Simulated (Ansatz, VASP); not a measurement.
# Cross-check of In3Bi between VASP and Ansatz

Aim: how closely do two programs agree when they are given the same cell, functional and k mesh? The cell is generated by rule, not measured, and may not be a known phase. Of the first pair: The cell is taken from a series of runs on this material, whose earlier steps may have relaxed, scaled, displaced or heated it; both programs get it as it stands.

Main program and level: Ansatz 0.2.0; plane waves, with VASP 6.6.1 beside it; relaxation of cell and atoms at PBEsol.

### Step 1. Set-up

It takes space group Fm-3m (No. 225, cubic). The conventional cell has a = 7.611 Å, b = 7.611 Å, c = 7.611 Å, α = 90.00°, β = 90.00°, γ = 90.00°. Nearest to Bi lie 8 In at 3.30 Å. In has 4 Bi at 3.30 Å and 4 In at 3.30 Å nearest. Nearest to In lie 8 In at 3.30 Å. Farther neighbours are not listed.

### Step 2. VASP: relaxation of cell and atoms, PBEsol, pair 1

The relaxed volume is the usual yardstick between codes: in a stiff, nearly cubic crystal its relative difference is about their pressure difference at one cell divided by the bulk modulus.

Lines of VASP's logs that name or quote its potential files are left out, and so is its time.

Contents of INCAR:

```
SYSTEM = In3Bi
PREC = Accurate
ENCUT = 500
EDIFF = 1E-07
NELM = 120
ISMEAR = 0
SIGMA = 0.1
LREAL = .FALSE.
ALGO = Normal
GGA = PS
NBANDS = 33
LORBIT = 11
LWAVE = .FALSE.
LCHARG = .FALSE.
ISIF = 3
IBRION = 2
NSW = 80
EDIFFG = -0.005
LASPH = .TRUE.
GGA_COMPAT = .FALSE.
NELMIN = 4
KPAR = 2
```

Contents of POSCAR:

```
In3Bi
1.0
    0.0000000000      3.8053340000      3.8053340000
    3.8053340000      0.0000000000      3.8053340000
    3.8053340000      3.8053340000      0.0000000000
Bi In
1 3
Direct
    0.0000000000      0.0000000000      0.0000000000
    0.2500000000      0.2500000000      0.2500000000
    0.7500000000      0.7500000000      0.7500000000
    0.5000000000      0.5000000000      0.5000000000
```

Contents of KPOINTS:

```
Automatic mesh
0
Gamma
10 10 10
0 0 0
```

Potentials, in the order of the species: Bi_d and In_d (PBE family, release 64).

Run with:

```bash
$ mpirun -np 2 vasp_std
```

Numbers of over 12 decimals in the logs are rounded to 6 here.

What it wrote:

```text
[banner, memory and clock lines left out]
running    2 mpi-ranks, on    1 nodes
 distrk:  each k-point on    1 cores,    2 groups
 distr:  one band on    1 cores,    1 groups

 POSCAR found type information on POSCAR BiIn
 POSCAR found :  2 types and       4 ions
|                                                                             |
|               ----> ADVICE to this user running VASP <----                  |
|                                                                             |
|     You enforced a specific xc type in the INCAR file but a different       |
|     [... a line on the potential file left out ...]
|     I HOPE YOU KNOW WHAT YOU ARE DOING!                                     |
|                                                                             |

 LDA part: xc-table for (Slater+PW92), standard interpolation
 POSCAR, INCAR and KPOINTS ok, starting setup
 FFT: planning ... GRIDC
 FFT: planning ... GRID_SOFT
 FFT: planning ... GRID
 WAVECAR not read
 entering main loop
       N       E                     dE             d eps       ncg     rms          rms(c)
DAV:   1     0.540806763380E+03    0.54081E+03   -0.26295E+04  3102   0.216E+03
DAV:   2     0.425892674516E+02   -0.49822E+03   -0.49262E+03  3111   0.517E+02
DAV:   3    -0.111061794248E+02   -0.53695E+02   -0.53154E+02  3611   0.199E+02
DAV:   4    -0.131946495208E+02   -0.20885E+01   -0.20842E+01  3665   0.435E+01
DAV:   5    -0.133033611612E+02   -0.10871E+00   -0.10870E+00  5056   0.811E+00    0.368E+00
DAV:   6    -0.132065806445E+02    0.96781E-01   -0.20875E-01  3886   0.609E+00    0.180E+00
DAV:   7    -0.131885918725E+02    0.17989E-01   -0.70680E-02  4105   0.300E+00    0.412E-01
DAV:   8    -0.131871509170E+02    0.14410E-02   -0.51710E-03  3904   0.923E-01    0.119E-01
DAV:   9    -0.131871011252E+02    0.49792E-04   -0.57431E-04  4378   0.298E-01    0.354E-02
DAV:  10    -0.131871018656E+02   -0.74043E-06   -0.50942E-05  4616   0.836E-02    0.184E-02
DAV:  11    -0.131871023520E+02   -0.48638E-06   -0.43527E-06  4218   0.184E-02    0.719E-03
DAV:  12    -0.131871019946E+02    0.35740E-06   -0.80413E-07  3388   0.728E-03    0.194E-03
DAV:  13    -0.131871018318E+02    0.16282E-06   -0.15996E-07  1816   0.473E-03    0.736E-04
DAV:  14    -0.131871019200E+02   -0.88187E-07   -0.48460E-08  1762   0.299E-03
   1 F= -.13187102E+02 E0= -.13183233E+02  d E =-.131871E+02
 curvature:   0.00 expect dE= 0.000E+00 dE for cont linesearch  0.000E+00
 trial: gam= 0.00000 g(F)=  0.127E-48 g(S)=  0.491E-04 ort = 0.000E+00 (trialstep = 0.100E+01)
 search vector abs. value=  0.491E-04
 bond charge predicted
       N       E                     dE             d eps       ncg     rms          rms(c)
DAV:   1    -0.131882677680E+02   -0.11659E-02   -0.31276E-02  3844   0.244E+00    0.189E-01
DAV:   2    -0.131872675074E+02    0.10003E-02   -0.22310E-03  3652   0.681E-01    0.719E-02
DAV:   3    -0.131871178084E+02    0.14970E-03   -0.60649E-04  4270   0.330E-01    0.147E-02
DAV:   4    -0.131871177103E+02    0.98042E-07   -0.18011E-05  3242   0.363E-02    0.711E-03
DAV:   5    -0.131871193776E+02   -0.16672E-05   -0.27407E-06  3350   0.987E-03    0.433E-03
DAV:   6    -0.131871204298E+02   -0.10523E-05   -0.34012E-07  2830   0.368E-03    0.148E-03
DAV:   7    -0.131871209335E+02   -0.50368E-06   -0.90294E-08  1849   0.293E-03    0.269E-04
DAV:   8    -0.131871209178E+02    0.15747E-07   -0.12414E-08  1608   0.206E-03
   2 F= -.13187121E+02 E0= -.13183254E+02  d E =-.189978E-04
 trial-energy change:   -0.000019  1 .order   -0.000022   -0.000049    0.000006
 step:   0.8589(harm=  0.8941)  dis= 0.00000  next Energy=   -13.187121 (dE=-0.194E-04)
 reached required accuracy - stopping structural energy minimisation
```

From OUTCAR (step 2):

```text
ion  position               nearest neighbor table
   1  0.000  0.000  0.000-   3 3.30   3 3.30   3 3.30   2 3.30   3 3.30   2 3.30   2 3.30   2 3.30
                             4 3.81   4 3.81   4 3.81   4 3.81   4 3.81   4 3.81
   2  0.250  0.250  0.250-   1 3.30   1 3.30   1 3.30   1 3.30   4 3.30   4 3.30   4 3.30   4 3.30
                             3 3.81   3 3.81   3 3.81   3 3.81   3 3.81   3 3.81
   3  0.750  0.750  0.750-   4 3.30   4 3.30   4 3.30   1 3.30   4 3.30   1 3.30   1 3.30   1 3.30
                             2 3.81   2 3.81   2 3.81   2 3.81   2 3.81   2 3.81
   4  0.500  0.500  0.500-   2 3.30   2 3.30   2 3.30   2 3.30   3 3.30   3 3.30   3 3.30   3 3.30
                             1 3.81   1 3.81   1 3.81   1 3.81   1 3.81   1 3.81

  LATTYP: Found a face centered cubic cell.
 ALAT       =     7.6106680000

 Subroutine GETGRP returns: Found 48 space group operations
 (whereof 48 operations were pure point group operations)

The static configuration has the point symmetry O_h .

 Found     47 irreducible k-points:

   k-points           NKPTS =     47   k-points in BZ     NKDIM =     47   number of bands    NBANDS=     33

   dimension x,y,z NGX =    40 NGY =   40 NGZ =   40
   dimension x,y,z NGXF=    80 NGYF=   80 NGZF=   80

   ENCUT  =  500.0 eV  36.75 Ry    6.06 a.u.   9.81  9.81  9.81*2*pi/ulx,y,z

   NELECT =      54.0000    total number of electrons

 k-points in reciprocal lattice and weights: Automatic mesh
   0.00000000  0.00000000  0.00000000       0.001
   0.10000000  0.00000000  0.00000000       0.008
   0.20000000  0.00000000  0.00000000       0.008
   0.30000000  0.00000000  0.00000000       0.008
   0.40000000  0.00000000  0.00000000       0.008
   0.50000000  0.00000000  0.00000000       0.004
   0.10000000  0.10000000  0.00000000       0.006
   0.20000000  0.10000000  0.00000000       0.024
   0.30000000  0.10000000  0.00000000       0.024
[...]
-0.30000000  0.40000000  0.20000000       0.024
  -0.30000000  0.50000000  0.20000000       0.012

 average (electrostatic) potential at core
       1-103.2361       2 -93.5625       3 -93.5625       4 -93.6521

 E-fermi :   7.4453

 k-point     1 :       0.0000    0.0000    0.0000
  band No.  band energies     occupation
    ...
     26       5.9183      2.00000
     27       7.1424      1.99998
     28       7.2991      1.96129
     29       7.2991      1.96129
     30       7.2991      1.96129
     31       8.1982      0.00000
     32       8.1982      0.00000
     33       8.1982      0.00000

 k-point     2 :       0.1000    0.0000    0.0000
  band No.  band energies     occupation
    ...
     25       5.7800      2.00000
     26       5.7800      2.00000
     27       6.4900      2.00000
     28       7.4336      1.13181
     29       7.4336      1.13181
     30       8.1119      0.00000
     31       8.1677      0.00000
     32       8.1677      0.00000
     33       9.1341      0.00000

 k-point     3 :       0.2000    0.0000    0.0000
  band No.  band energies     occupation
    ...
     25       5.5442      2.00000
     26       5.7124      2.00000
     27       6.1661      2.00000
     28       7.2892      1.97271
     29       7.2892      1.97271
     30       8.5793      0.00000
     31       8.5793      0.00000
     32       9.5424      0.00000
     33      10.6746      0.00000

  Total        0.0043645      0.0043645      0.0043645     -0.0000000     -0.0000000     -0.0000000
  in kB        0.0635355      0.0635355      0.0635355     -0.0000000     -0.0000000     -0.0000000
  external PRESSURE =       0.0635355 kB  Pullay stress =       0.0000000 kB

  energy-cutoff  :      500.00
  volume of cell :      110.06
      direct lattice vectors                 reciprocal lattice vectors
    -0.000000000  3.803642645  3.803642645    -0.131452938  0.131452938  0.131452938
     3.803642645  0.000000000  3.803642645     0.131452938 -0.131452938  0.131452938
     3.803642645  3.803642645  0.000000000     0.131452938  0.131452938 -0.131452938

 POSITION                                       TOTAL-FORCE (eV/Angst)
 -----------------------------------------------------------------------------------
      7.60729      3.80364      3.80364        -0.000000      0.000000      0.000000
      1.90182      1.90182      1.90182        -0.000000     -0.000000     -0.000000
      5.70546      5.70546      5.70546         0.000000     -0.000000      0.000000
      3.80364      3.80364      3.80364        -0.000000      0.000000      0.000000
 -----------------------------------------------------------------------------------
    total drift:                               -0.000000      0.000000      0.000000

  FREE ENERGIE OF THE ION-ELECTRON SYSTEM (eV)
  ---------------------------------------------------
  free  energy   TOTEN  =       -13.1871209178 eV

  energy  without entropy=      -13.1793873932  energy(sigma->0) =      -13.18325416

 reached required accuracy - stopping structural energy minimisation

 total charge
# of ion       s       p       d       tot
------------------------------------------
    1        1.541   1.315   9.918  12.774
    2        1.023   0.467   9.850  11.339
    3        1.023   0.467   9.850  11.339
    4        1.032   0.438   9.848  11.318
--------------------------------------------------
tot          4.619   2.686  39.466  46.771

[... 3 further parts left out ...]
```

CONTCAR:

```
In3Bi
   1.00000000000000
    -0.0000000000000000    3.8036426452876539    3.8036426452876539
     3.8036426452876539    0.0000000000000000    3.8036426452876539
     3.8036426452876539    3.8036426452876539    0.0000000000000000
  Bi              In
     1     3
Direct
     0.0000000000000000    1.0000000000000000    1.0000000000000000
     0.2500000000000000    0.2500000000000000    0.2500000000000000
     0.7500000000000000    0.7500000000000000    0.7500000000000000
     0.5000000000000000    0.5000000000000000    0.5000000000000000
```

### Step 3. Ansatz: relaxation of cell and atoms, PBEsol, pair 1

Ansatz runs on norm-conserving files, of PseudoDojo where its log says so.

The same cell, functional, mesh and smearing now go to Ansatz, which takes its cutoff from its data sets.

Contents of input.yaml:

```yaml
crystal:
  lattice:
    - [0.0, 3.8053338587, 3.8053338587]
    - [3.8053338587, 0.0, 3.8053338587]
    - [3.8053338587, 3.8053338587, 0.0]
  atoms:
    - { symbol: Bi, position: [0.0, 0.0, 0.0] }
    - { symbol: In, position: [0.25, 0.25, 0.25] }
    - { symbol: In, position: [0.75, 0.75, 0.75] }
    - { symbol: In, position: [0.5, 0.5, 0.5] }
kpoints:
  mp_grid: { grid: [10, 10, 10] }
hamiltonian:
  xc: pbesol
  pseudopotentials: { kind: nc }
scf:
  occupations: { method: gaussian, width: 0.1 }
output:
  forces: true
  stress: true
  eigenvalues: true
  write_density: true
  write_potential: true
  elf: true
  volumetric_format: npy
relax:
  adjacent_minimum: "off"
  f_tol: 0.005
  max_steps: 80
  cell: { stress_tol: 0.05 }
```

Run with:

```bash
$ ansatz run input.yaml --threads 4 --pin off --max-ram 7168MiB --backend cpu --events-out ev --progress --plain --runs-dir out
```

What it wrote:

```text
Engine: ansatz 0.2.0, aarch64-unknown-linux-gnu
Pseudopotentials: kind: nc
Pseudopotential: Bi, nc, valence charge 15, recommended cutoff 897.975746 eV (normal), Bi.nc.azcp (PseudoDojo's, or run here from an input of PseudoDojo's: the run reads no file of this project's for it)
Pseudopotential: In, nc, valence charge 13, recommended cutoff 952.398519 eV (normal), In.nc.azcp (PseudoDojo's, or run here from an input of PseudoDojo's: the run reads no file of this project's for it)
Functional definition: PBEsol
  exchange = pbesol_x
  correlation = pbesol_c
Crystal: 4 atoms, lattice volume = 110.207 Å³
Basis set: ecut = 952.398519 eV, 7391 PW (Γ), exchange–correlation on 120×120×120 points (8 copies of the dense FFT grid, shifted against one another)
Bands: 33, of which v1, the nominal top of the filled ones, is band 27 counted from 1 (26 counted from 0)
Symmetry: 48 space group operations
Space group: Fm-3m (ITA 225), of the structure as read, at distance tolerance 4.8e-5 Å
k-points: 47 of 1000
Non-local potential: Bi, projectors of the file, l = 0: 2, l = 1: 2, l = 2: 2, l = 3: 2
Non-local potential: In, projectors of the file, l = 0: 2, l = 1: 2, l = 2: 2
Initial density: superposition of atomic densities (chi_scale 0.1, normalization cell, long waves kept (reshape's long-wave potential 0.00 eV rms))
Initial wavefunctions: pseudopotential atomic-orbital guess
Functional: x = pbesol(κ = 0.804, μ = 0.123457), c = pbesol(β = 0.046)
SCF iter   1: F=—  HF=-7634.923606 eV  |F-HF|=—  |Δ(HF+E_count)|=         —  Δρ=1.48e-2  dr2=5.57e-1  ethr=3.10e-3  ⟨swp⟩=6.3  Hψ=5893  notcnv=0
preconditioner: auto → Kerker (q_TF=auto, 2.422 Å⁻¹)  [metal: Δε(μ)=0.042 eV  Ē_g=15.848 eV  σ=0.100 eV  W_gap=0.23  n_scr=26 (ndim 8)  ℏωp=26.0 eV  f_vac=0.000  D(μ)=1.47/eV (n_scr^D=8)]
SCF iter   2: F=—  HF=-7634.801792 eV  |F-HF|=—  |Δ(HF+E_count)|=   1.22e-1  Δρ=9.13e-3  dr2=2.12e-1  ethr=1.03e-3  ⟨swp⟩=1.9  Hψ=2037  notcnv=0  defer=12
SCF iter   3: F=—  HF=-7634.734354 eV  |F-HF|=—  |Δ(HF+E_count)|=   6.74e-2  Δρ=2.14e-3  dr2=2.21e-3  ethr=3.92e-4  ⟨swp⟩=2.0  Hψ=2982  notcnv=0  defer=14
SCF iter   4: F=—  HF=-7634.734423 eV  |F-HF|=—  |Δ(HF+E_count)|=   6.84e-5  Δρ=1.38e-3  dr2=1.22e-3  ethr=4.09e-6  ⟨swp⟩=2.1  Hψ=2827  notcnv=0  defer=25
SCF iter   5: F=—  HF=-7634.733963 eV  |F-HF|=—  |Δ(HF+E_count)|=   4.59e-4  Δρ=4.39e-4  dr2=1.27e-4  ethr=2.27e-6  ⟨swp⟩=2.1  Hψ=2665  notcnv=0  defer=25
SCF iter   6: F=—  HF=-7634.733923 eV  |F-HF|=—  |Δ(HF+E_count)|=   4.02e-5  Δρ=1.09e-4  dr2=1.05e-5  ethr=2.35e-7  ⟨swp⟩=2.6  Hψ=2681  notcnv=0  defer=25
SCF iter   7: F=—  HF=-7634.733817 eV  |F-HF|=—  |Δ(HF+E_count)|=   1.06e-4  Δρ=2.42e-5  dr2=5.79e-7  ethr=1.95e-8  ⟨swp⟩=2.9  Hψ=2923  notcnv=0  defer=51
SCF iter   8: F=-7634.733816 eV  HF=-7634.733816 eV  |F-HF|=7.72e-9  |Δ(HF+E_count)|=   9.68e-8  Δρ=3.58e-6  dr2=1.04e-8  ethr=1.85e-10  ⟨swp⟩=21.5  Hψ=18882  notcnv=0
SCF 1 converged in 8 iterations: F = -7634.733816 eV  dr2 = 1.04e-8
relax step   1: F+E_penalty+E_count = -7634.73381646 eV  Δ(F+E_penalty+E_count) = +0.000e0 eV  max|allowed force component| = 2.313e-18 eV/Å  Δτ_max = 0.0000 Å  P = -0.012 GPa  Ω = 110.207 Å³  (8 SCF iters, dr2 threshold 1.00e-7 eV, accepted)
Initial density: handed on by an earlier stage of this run
Initial wavefunctions: pseudopotential atomic-orbital guess (no wavefunctions were taken with the density)
iter 1 solved again at ethr=1.69e-8 eV; its pass at ethr=3.10e-3 eV (dr2=9.12e-6 eV) is discarded
SCF iter   1: F=—  HF=-7634.733917 eV  |F-HF|=—  |Δ(HF+E_count)|=         —  Δρ=3.60e-6  dr2=1.02e-8  ethr=1.69e-8  ⟨swp⟩=7.6  Hψ=14766  notcnv=0
preconditioner: auto → Kerker (q_TF=auto, 2.422 Å⁻¹)  [metal: Δε(μ)=0.058 eV  Ē_g=16.138 eV  σ=0.100 eV  W_gap=0.31  n_scr=26 (ndim 8)  ℏωp=26.0 eV  f_vac=0.000  D(μ)=1.55/eV (n_scr^D=8)]
SCF iter   2: F=—  HF=-7634.733816 eV  |F-HF|=—  |Δ(HF+E_count)|=   1.01e-4  Δρ=1.60e-6  dr2=2.69e-9  ethr=1.90e-11  ⟨swp⟩=4.3  Hψ=4769  notcnv=0
SCF iter   3: F=—  HF=-7634.733816 eV  |F-HF|=—  |Δ(HF+E_count)|=  7.19e-10  Δρ=3.67e-7  dr2=1.15e-10  ethr=4.97e-12  ⟨swp⟩=2.0  Hψ=2592  notcnv=0
SCF iter   4: F=-7634.733816 eV  HF=-7634.733816 eV  |F-HF|=2.73e-12  |Δ(HF+E_count)|=  1.91e-11  Δρ=5.94e-8  dr2=4.63e-12  ethr=1.00e-12  ⟨swp⟩=13.6  Hψ=12522  notcnv=0
SCF 2 converged in 4 iterations: F = -7634.733816 eV  dr2 = 4.63e-12
relax step   2: F+E_penalty+E_count = -7634.73381646 eV  Δ(F+E_penalty+E_count) = -3.608e-9 eV  max|allowed force component| = 4.048e-18 eV/Å  Δτ_max = 0.0000 Å  P = -0.012 GPa  Ω = 110.207 Å³  stress off target by 1.25e-2 GPa  SCF on the basis re-selected at this cell (its energy is not comparable with the rows above)  (4 SCF iters)
basis re-selected at this cell: Δ(F+E_penalty+E_count) = -3.608e-9 eV, ΔP = -0.000 GPa vs the last step (what re-selecting the basis moved, of the pressure what is left beyond the Pulay correction that the steps carried, after the strain that the cell walked since its last selection, with what the two solves' SCF thresholds leave and, on support functions, any second-order correction that the steps lacked; it is no m [...]
SCF converged after 4 iterations
Free energy (F): -7634.733816 eV
Harris-Foulkes:  -7634.733816 eV  (|F-HF|=2.73e-12)
Internal energy: -7634.726059 eV  (E = F + TS)
E sigma→0 (E₀):  -7634.729938 eV
Entropy (-TS):   -0.007758 eV (-1.939 meV/atom)
Fermi energy:    10.710679 eV
--- Per-component energies (eV) ---
  E_band       = -147.387573
  E_kinetic    = 4469.603023
  E_local      = -4804.602866  (includes V_loc(G=0)·N_el)
  E_nonlocal   = -1615.884851
  E_hartree    = 1541.865575
  E_xc         = -2195.673435
  E_vxc        = -1280.233939  (∫ρ·V_xc dr)
  E_ewald      = -5030.033506
  E_smearing   = -0.007758  (= −TS)
  E_closure    = 0.000000  (closes the sum)
  Σ components = -7634.733816   (vs F -7634.733816, Δ=0.00e0)
--- Forces (eV/Å), atoms counted from 1 ---
  atom   1  Bi    -0.00000000     0.00000000     0.00000000
  atom   2  In    -0.00000000     0.00000000    -0.00000000
  atom   3  In     0.00000000     0.00000000     0.00000000
  atom   4  In     0.00000000    -0.00000000    -0.00000000
  max |Σ_I F_I| component: 6.94e-18 eV/Å
--- Stress (GPa, compression-positive) ---
       -0.012474       0.000000       0.000000
        0.000000      -0.012474      -0.000000
       -0.000000       0.000000      -0.012474
  P = ⅓ Tr σ = -0.0125 GPa (-0.125 kbar)
--- Band table (eV; the first three rows and the last of 47) ---
  k-point 0: bands = [... 23 lower, 9.1855, 9.1855, 9.1855, 10.3935, 10.5670, 10.5670, 10.5670, 11.4683, ... 2 higher]
  k-point 1: bands = [... 23 lower, 9.0333, 9.0473, 9.0473, 9.7482, 10.7022, 10.7022, 11.3771, 11.4361, ... 2 higher]
  k-point 2: bands = [... 23 lower, 8.8117, 8.8117, 8.9721, 9.4309, 10.5583, 10.5583, 11.8457, 11.8457, ... 2 higher]
  k-point 46: bands = [... 23 lower, 4.8733, 8.6897, 9.3554, 10.2227, 10.9154, 13.7972, 14.0890, 15.1688, ... 2 higher]
--- Relaxed structure (1 steps of the walk, 1 accepted, 1 SCFs on fresh bases) ---
  F+E_penalty+E_count = -7634.73381646 eV   max|allowed force component| = 4.048e-18 eV/Å   (the final SCF, on the basis selected at the relaxed cell)
  cell:  # Å, volume = 110.2068 Å³
    - [0.0, 3.8053338587, 3.8053338587]
    - [3.8053338587, 0.0, 3.8053338587]
    - [3.8053338587, 3.8053338587, 0.0]
  atoms:
    - { symbol: Bi, position: [0.0, 0.0, 0.0] }
    - { symbol: In, position: [0.250000, 0.250000, 0.250000] }
    - { symbol: In, position: [0.75, 0.75, 0.75] }
    - { symbol: In, position: [0.500000, 0.500000, 0.500000] }
```

In the SCF lines HF is the Harris–Foulkes energy and dr2 the Hartree energy of the density residual, in eV; the loop may stop once dr2 is under the threshold and the program's other checks hold. Hψ counts applications of the Hamiltonian.

### Step 4. Side by side

Known differences besides the potentials themselves: the cutoff is 952.399 eV in Ansatz and 500 eV in VASP; Ansatz adds a Pulay correction to the stress that steers its cell, VASP none. Total energies have different zeros and are not compared.

Compared:

```csv
quantity,Ansatz,VASP,difference
volume (Å³),110.21,110.06,+0.13 %
"edge a after relaxation, in the typed setting (Å)",5.382,5.379,+0.04 %
```

(Continued in part 2 of 2.)

[Lines on the potential files, build, host, timing and source positions are cut from VASP's logs without a mark.]

[Logs are printed without paths, hosts, clocks, repeated set-up lines and the standing remarks that a program may print on its own settings, such as how far it seeks lower states.]

[Hosts, paths, dates, database ids (printed as entryN), source tags and the programs' standing remarks are cut or masked in the printed files.]
